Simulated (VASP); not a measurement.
Runs of VASP 6.6.1 on Hf. It takes space group P6_3/mmc (No. 194, hexagonal). Conventional cell: a = 3.197 Å, b = 3.197 Å, c = 5.058 Å, α = 90.00°, β = 90.00°, γ = 120.00°. Hf (site symmetry -6m2) has 12 Hf at 3.13 to 3.20 Å as nearest neighbours. 

| task | level | cell | gap on the mesh (eV) | pressure (GPa) | relaxed volume (Å³/atom) |
| --- | --- | --- | --- | --- | --- |
| relaxation of shape and atoms at fixed volume | PBEsol | atoms relaxed at fixed volume from: a relaxed cell with its volume scaled by 0.98 | none | 2.4 | - |
| relaxation of cell and atoms | PBEsol | relaxed | none | -0.1 | 21.53 |
| relaxation of shape and atoms at fixed volume | r2SCAN | atoms relaxed at fixed volume from: a relaxed cell with its volume scaled by 0.96 | none | 4.8 | - |
| relaxation of shape and atoms at fixed volume | PBEsol | atoms relaxed at fixed volume from: a relaxed cell with its volume scaled by 0.94 | none | 7.9 | - |
| relaxation of shape and atoms at fixed volume | PBEsol | atoms relaxed at fixed volume from: a relaxed cell with its volume scaled by 1.04 | none | -4.2 | - |
| relaxation of cell and atoms | r2SCAN | relaxed | none | 0.0 | (a) |
| relaxation of shape and atoms at fixed volume | PBEsol | atoms relaxed at fixed volume | none | 0.0 | - |
| relaxation of shape and atoms at fixed volume | r2SCAN | atoms relaxed at fixed volume from: a relaxed cell with its volume scaled by 0.94 | none | 7.6 | - |
| relaxation of shape and atoms at fixed volume | r2SCAN | atoms relaxed at fixed volume from: a relaxed cell with its volume scaled by 1.06 | none | -5.9 | - |
| relaxation of shape and atoms at fixed volume | PBEsol | atoms relaxed at fixed volume from: a relaxed cell with its volume scaled by 1.02 | none | -2.2 | - |
| relaxation of shape and atoms at fixed volume | r2SCAN | atoms relaxed at fixed volume from: a relaxed cell with its volume scaled by 0.98 | none | 2.3 | - |

Alike in all rows: potentials or basis VASP PAW PBE potentials, release 64 (Hf_pv); no spin polarisation; k mesh 15 × 15 × 7; cutoff (eV) 600; smearing methfessel-paxton 0.1 eV.

Task: Estimate the missing entries.

Result: (a) 22.24.

Caveats: the PAW data sets were made with another functional, which shifts forces and pressure a little; the relaxation stopped at its first step, so nothing moved (some runs).

A k mesh can miss the band edges, and the runs leave out spin-orbit coupling on Hf.

A gap of «none» marks a metal or a gap under the smearing width.
